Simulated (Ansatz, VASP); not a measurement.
# HfC (HfC (Fm-3m)) in two plane-wave programs, part 2 of 2

Wanted: the spread between two codes on one cell, functional and k mesh. The cell is taken from a series of runs on this material, whose earlier steps may have relaxed, scaled, displaced or heated it; both programs get it as it stands.

VASP 6.6.1 and Ansatz 0.2.0.

So far: Set-up; Ansatz: relaxation of cell and atoms, r2SCAN.

### Step 3. VASP: relaxation of cell and atoms, r2SCAN

Level of this step: r2SCAN; plane waves and PAW (Hf_pv, C) (VASP).

The same cell, functional, mesh and smearing now go to VASP, with its own data sets.

Lines of VASP's logs that name or quote its potential files are left out, and so is its time.

INCAR

```
SYSTEM = HfC
PREC = Accurate
ENCUT = 660
EDIFF = 1E-07
NELM = 120
ISMEAR = -1
SIGMA = 0.05
LREAL = .FALSE.
ALGO = Normal
METAGGA = R2SCAN
LASPH = .TRUE.
NBANDS = 13
LORBIT = 11
LWAVE = .FALSE.
LCHARG = .FALSE.
ISIF = 3
IBRION = 2
NSW = 80
EDIFFG = -0.005
GGA_COMPAT = .FALSE.
NELMIN = 4
LMIXTAU = .TRUE.
```

POSCAR

```
HfC
1.0
    0.0000000000      2.3171390000      2.3171390000
    2.3171390000      0.0000000000      2.3171390000
    2.3171390000      2.3171390000      0.0000000000
Hf C
1 1
Direct
    0.0000000000      0.0000000000      0.0000000000
    0.5000000000      0.5000000000      0.5000000000
```

KPOINTS

```
Automatic mesh
0
Gamma
14 14 14
0 0 0
```

The projector-augmented-wave data sets are Hf_pv and C (PBE family, release 64).

Started as:

```bash
$ mpirun -np 1 vasp_std
```

Numbers of over 12 decimals in the logs are rounded to 6 here.

The log of the run:

```text
[banner, memory and clock lines left out]
running    1 mpi-ranks, on    1 nodes
 distrk:  each k-point on    1 cores,    1 groups
 distr:  one band on    1 cores,    1 groups

 POSCAR found type information on POSCAR HfC
 POSCAR found :  2 types and       2 ions
|                                                                             |
|               ----> ADVICE to this user running VASP <----                  |
|                                                                             |
|     You enforced a specific xc type in the INCAR file but a different       |
|     [... a line on the potential file left out ...]
|     I HOPE YOU KNOW WHAT YOU ARE DOING!                                     |
|                                                                             |

 LDA part: xc-table for (None), standard interpolation
 POSCAR, INCAR and KPOINTS ok, starting setup
 FFT: planning ... GRIDC
 FFT: planning ... GRID_SOFT
 FFT: planning ... GRID
 WAVECAR not read
 entering main loop
       N       E                     dE             d eps       ncg     rms          rms(c)
DAV:   1    -0.677392953638E+01   -0.67739E+01   -0.90043E+03  2704   0.129E+03
DAV:   2    -0.612224265615E+02   -0.54448E+02   -0.51472E+02  3370   0.241E+02
DAV:   3    -0.631862832090E+02   -0.19639E+01   -0.19502E+01  3468   0.326E+01
DAV:   4    -0.631992464733E+02   -0.12963E-01   -0.12960E-01  2959   0.309E+00
DAV:   5    -0.631993530507E+02   -0.10658E-03   -0.10657E-03  3481   0.247E-01    0.633E+01
DAV:   6    -0.568220340860E+02    0.63773E+01   -0.93086E+00  3049   0.204E+01    0.406E+01
DAV:   7    -0.579375109941E+02   -0.11155E+01   -0.59026E-01  2779   0.726E+00    0.217E+01
DAV:   8    -0.566262588607E+02    0.13113E+01   -0.50114E-01  3099   0.662E+00    0.531E+00
DAV:   9    -0.571973410511E+02   -0.57108E+00   -0.47768E-01  2989   0.641E+00    0.177E+00
DAV:  10    -0.573573896792E+02   -0.16005E+00   -0.91664E-02  3039   0.289E+00    0.153E+00
DAV:  11    -0.573413958439E+02    0.15994E-01   -0.82961E-03  3209   0.828E-01    0.106E+00
DAV:  12    -0.573363364952E+02    0.50593E-02   -0.90567E-04  3299   0.264E-01    0.296E-01
DAV:  13    -0.573452330292E+02   -0.88965E-02   -0.36959E-03  3017   0.537E-01    0.268E-01
DAV:  14    -0.573461876018E+02   -0.95457E-03   -0.15230E-03  3309   0.358E-01    0.187E-01
[...]
DAV:  18    -0.573462142146E+02    0.84741E-05   -0.11671E-05  2969   0.274E-02    0.336E-02
DAV:  19    -0.573462178176E+02   -0.36030E-05   -0.16977E-06  3313   0.130E-02    0.207E-02
DAV:  20    -0.573462171625E+02    0.65513E-06   -0.25278E-07  2939   0.505E-03    0.116E-02
DAV:  21    -0.573462185422E+02   -0.13797E-05   -0.36211E-07  3165   0.541E-03    0.482E-03
DAV:  22    -0.573462180288E+02    0.51343E-06   -0.31694E-07  2924   0.472E-03    0.422E-03
DAV:  23    -0.573462183500E+02   -0.32123E-06   -0.27346E-08  1567   0.227E-03    0.203E-03
DAV:  24    -0.573462180130E+02    0.33704E-06   -0.54040E-09  1497   0.829E-04    0.791E-04
DAV:  25    -0.573462180436E+02   -0.30632E-07   -0.11863E-09  1507   0.366E-04
   1 F= -.57346218E+02 E0= -.57345057E+02  d E =-.573462E+02
 curvature:   0.00 expect dE= 0.000E+00 dE for cont linesearch  0.000E+00
 trial: gam= 0.00000 g(F)=  0.645E-63 g(S)=  0.674E-04 ort = 0.000E+00 (trialstep = 0.100E+01)
 search vector abs. value=  0.674E-04
 bond charge predicted
       N       E                     dE             d eps       ncg     rms          rms(c)
DAV:   1    -0.573463545636E+02   -0.13655E-03   -0.51717E-03  2724   0.627E-01    0.245E-01
DAV:   2    -0.573462147340E+02    0.13983E-03   -0.23379E-04  2954   0.148E-01    0.110E-01
DAV:   3    -0.573461668173E+02    0.47917E-04   -0.14518E-04  2924   0.101E-01    0.978E-02
DAV:   4    -0.573461683820E+02   -0.15647E-05   -0.49370E-06  3484   0.200E-02    0.829E-02
DAV:   5    -0.573461687643E+02   -0.38229E-06   -0.37357E-06  3349   0.114E-02    0.461E-02
DAV:   6    -0.573461723687E+02   -0.36044E-05   -0.35701E-06  3522   0.148E-02    0.182E-03
DAV:   7    -0.573461707602E+02    0.16086E-05   -0.12696E-06  2864   0.112E-02    0.346E-03
DAV:   8    -0.573461724883E+02   -0.17282E-05   -0.34443E-07  2859   0.565E-03    0.108E-03
DAV:   9    -0.573461719219E+02    0.56645E-06   -0.23670E-08  1587   0.175E-03    0.748E-04
DAV:  10    -0.573461722075E+02   -0.28560E-06   -0.32445E-09  1447   0.655E-04    0.147E-04
DAV:  11    -0.573461720412E+02    0.16633E-06   -0.63974E-10  1407   0.296E-04    0.146E-04
DAV:  12    -0.573461720556E+02   -0.14461E-07   -0.44326E-11  1407   0.609E-05
   2 F= -.57346172E+02 E0= -.57345012E+02  d E =0.459880E-04
 trial-energy change:    0.000046  1 .order    0.000028   -0.000067    0.000124
 step:   0.2487(harm=  0.3521)  dis= 0.00000  next Energy=   -57.346226 (dE=-0.811E-05)
 bond charge predicted
       N       E                     dE             d eps       ncg     rms          rms(c)
DAV:   1    -0.573463043964E+02   -0.13236E-03   -0.29194E-03  2714   0.471E-01    0.184E-01
DAV:   2    -0.573462356980E+02    0.68698E-04   -0.13207E-04  2954   0.111E-01    0.827E-02
DAV:   3    -0.573462221397E+02    0.13558E-04   -0.81981E-05  2929   0.760E-02    0.735E-02
DAV:   4    -0.573462238922E+02   -0.17525E-05   -0.27869E-06  3469   0.150E-02    0.623E-02
DAV:   5    -0.573462245051E+02   -0.61290E-06   -0.19762E-06  3349   0.827E-03    0.357E-02
DAV:   6    -0.573462230841E+02    0.14210E-05   -0.20914E-06  3532   0.112E-02    0.139E-03
DAV:   7    -0.573462250028E+02   -0.19188E-05   -0.71823E-07  2869   0.842E-03    0.257E-03
DAV:   8    -0.573462240714E+02    0.93142E-06   -0.19477E-07  2854   0.425E-03    0.822E-04
DAV:   9    -0.573462245133E+02   -0.44184E-06   -0.12443E-08  1477   0.128E-03    0.579E-04
DAV:  10    -0.573462243092E+02    0.20407E-06   -0.18466E-09  1427   0.493E-04    0.109E-04
DAV:  11    -0.573462244347E+02   -0.12552E-06   -0.37171E-10  1382   0.227E-04    0.107E-04
DAV:  12    -0.573462244246E+02    0.10081E-07   -0.24200E-11  1407   0.466E-05
   3 F= -.57346224E+02 E0= -.57345063E+02  d E =-.638105E-05
 curvature:  -0.17 expect dE=-0.101E-05 dE for cont linesearch -0.101E-05
 trial: gam=-0.20802 g(F)=  0.492E-63 g(S)=  0.587E-05 ort = 0.199E-04 (trialstep = 0.850E+00)
 search vector abs. value=  0.511E-06
 reached required accuracy - stopping structural energy minimisation
```

OUTCAR, selected parts (step 3):

```text
ion  position               nearest neighbor table
   1  0.000  0.000  0.000-   2 2.32   2 2.32   2 2.32   2 2.32   2 2.32   2 2.32
   2  0.500  0.500  0.500-   1 2.32   1 2.32   1 2.32   1 2.32   1 2.32   1 2.32

  LATTYP: Found a face centered cubic cell.
 ALAT       =     4.6342780000

 Subroutine GETGRP returns: Found 48 space group operations
 (whereof 48 operations were pure point group operations)

The static configuration has the point symmetry O_h .

 Found    104 irreducible k-points:

   k-points           NKPTS =    104   k-points in BZ     NKDIM =    104   number of bands    NBANDS=     13

   dimension x,y,z NGX =    28 NGY =   28 NGZ =   28
   dimension x,y,z NGXF=    56 NGYF=   56 NGZF=   56

   ENCUT  =  660.0 eV  48.51 Ry    6.96 a.u.   6.86  6.86  6.86*2*pi/ulx,y,z

   NELECT =      14.0000    total number of electrons

 k-points in reciprocal lattice and weights: Automatic mesh
   0.00000000  0.00000000  0.00000000       0.000
   0.07142857  0.00000000  0.00000000       0.003
   0.14285714  0.00000000  0.00000000       0.003
   0.21428571  0.00000000  0.00000000       0.003
   0.28571429  0.00000000  0.00000000       0.003
   0.35714286  0.00000000  0.00000000       0.003
   0.42857143  0.00000000  0.00000000       0.003
   0.50000000  0.00000000  0.00000000       0.001
   0.07142857  0.07142857  0.00000000       0.002
[...]
-0.28571429  0.42857143  0.21428571       0.009
  -0.28571429  0.50000000  0.21428571       0.004

 average (electrostatic) potential at core
       1 -41.1235       2 -49.3437

 E-fermi :   5.9645

 k-point     1 :       0.0000    0.0000    0.0000
  band No.  band energies     occupation
      1     -24.7230      2.00000
      2     -24.7230      2.00000
      3     -24.7230      2.00000
      4      -7.1140      2.00000
      5       6.9865      0.00000
      6       6.9865      0.00000
      7       6.9865      0.00000
      8       7.6143      0.00000
      9       7.6143      0.00000
    ...

 k-point     2 :       0.0714    0.0000    0.0000
  band No.  band energies     occupation
      1     -24.7609      2.00000
      2     -24.7264      2.00000
      3     -24.7264      2.00000
      4      -6.9811      2.00000
      5       6.1168      0.09085
      6       6.3551      0.00081
      7       6.3551      0.00081
      8       7.8669      0.00000
      9       7.8669      0.00000
    ...

 k-point     3 :       0.1429    0.0000    0.0000
  band No.  band energies     occupation
    ...
      3     -24.7360      2.00000
      4      -6.5966      2.00000
      5       4.8191      2.00000
      6       5.3821      1.99998
      7       5.3821      1.99998
      8       8.3047      0.00000
      9       8.3047      0.00000
     10       8.6433      0.00000
     11      11.5715      0.00000
     12      11.5715      0.00000
    ...

  Total       -0.0090075     -0.0090075     -0.0090075      0.0000000      0.0000000     -0.0000000
  in kB       -0.5803190     -0.5803190     -0.5803190      0.0000000      0.0000000     -0.0000000
  external PRESSURE =      -0.5803190 kB  Pullay stress =       0.0000000 kB

  energy-cutoff  :      660.00
  volume of cell :       24.87
      direct lattice vectors                 reciprocal lattice vectors
     0.000000000  2.316714812  2.316714812    -0.215822853  0.215822853  0.215822853
     2.316714812  0.000000000  2.316714812     0.215822853 -0.215822853  0.215822853
     2.316714812  2.316714812 -0.000000000     0.215822853  0.215822853 -0.215822853

 POSITION                                       TOTAL-FORCE (eV/Angst)
 -----------------------------------------------------------------------------------
      0.00000      0.00000     -0.00000        -0.000000      0.000000      0.000000
      2.31671      2.31671      2.31671         0.000000      0.000000     -0.000000
 -----------------------------------------------------------------------------------
    total drift:                                0.000000      0.000000      0.000000

  FREE ENERGIE OF THE ION-ELECTRON SYSTEM (eV)
  ---------------------------------------------------
  free  energy   TOTEN  =       -57.3462244246 eV

  energy  without entropy=      -57.3439021755  energy(sigma->0) =      -57.34506330

 reached required accuracy - stopping structural energy minimisation

 total charge
# of ion       s       p       d       tot
------------------------------------------
    1        0.319   6.647   1.648   8.614
    2        0.883   1.531   0.000   2.414
--------------------------------------------------
tot          1.202   8.178   1.648  11.028

[... 3 further parts left out ...]
```

CONTCAR:

```
HfC
   1.00000000000000
     0.0000000000000000    2.3167148118460577    2.3167148118460577
     2.3167148118460577    0.0000000000000000    2.3167148118460577
     2.3167148118460577    2.3167148118460577   -0.0000000000000000
  Hf              C
     1     1
Direct
     0.0000000000000000    0.0000000000000000    0.0000000000000000
     0.5000000000000000    0.5000000000000000    0.5000000000000000
```

Harder data sets than Hf_pv exist (the GW ones), and pressures, volumes and forces can shift noticeably with them.

### Step 4. Differences

Known differences besides the potentials themselves: VASP keeps PBE cores, Ansatz makes them for the functional; the data sets hold 30 valence electrons in Ansatz (on its PAW soft_1 files) and 14 in VASP; the cutoff is 500 eV in Ansatz and 660 eV in VASP; Ansatz adds a Pulay correction to the stress that steers its cell, VASP none. Total energies have different zeros and are not compared.

The two programs side by side:

| quantity | Ansatz | VASP | difference |
| --- | --- | --- | --- |
| volume (Å³) | 24.99 | 24.87 | +0.48 % |
| edge a after relaxation, in the typed setting (Å) | 3.282 | 3.276 | +0.16 % |

### Step 5. Summary of results

| Item | Value |
| --- | --- |
| difference in volume (relaxation of cell and atoms, r2SCAN) | 0.48 % |

In words: The difference in volume is 0.48 % (relaxation of cell and atoms, r2SCAN), within the 1.2 % picked in this series as the mark of a large difference, as far as the stopping tolerances let one tell. The data sets hold unlike numbers of valence electrons (30 in Ansatz and 14 in VASP), so part of the differences comes from the potentials. How closely two codes agree says nothing of how well the functional describes the real material.

[Lines on the potential files, build, host, timing and source positions are cut from VASP's logs without a mark.]

[Logs are printed without paths, hosts, clocks, repeated set-up lines and the standing remarks that a program may print on its own settings, such as how far it seeks lower states.]

[Hosts, paths, dates, database ids (printed as entryN), source tags and the programs' standing remarks are cut or masked in the printed files.]
